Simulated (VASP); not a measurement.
Given:

```
CELL_PARAMETERS angstrom
      1.35257    -2.34273     0.00000
      1.35257     2.34273     0.00000
      0.00000     0.00000     4.26585
ATOMIC_POSITIONS crystal
  Ru 0.33333 0.66667 0.25000
  Ru 0.66667 0.33333 0.75000
```

Computed with PBE GGA with D4 dispersion, VASP's PBE PAW potentials (set 64) (plane waves; VASP). Numerical set-up: 520 eV cut-off, 17×17×10 Γ-centred mesh, tetrahedra with Blöchl corrections, potentials Ru_pv.

Task: Predict the energy per atom (σ→0), band gap (on the k-mesh) with the smallest direct gap where there is one.

Result: 
| Property | Result |
|---|---|
| band gap (on the k-mesh) | none (metal, semimetal or under 0.01 eV) |
| energy per atom (σ→0) | -9.756 eV/atom |

Only differences to runs with the same potentials and settings are physical.

The compound is Ru in the hcp structure. It was relaxed first.
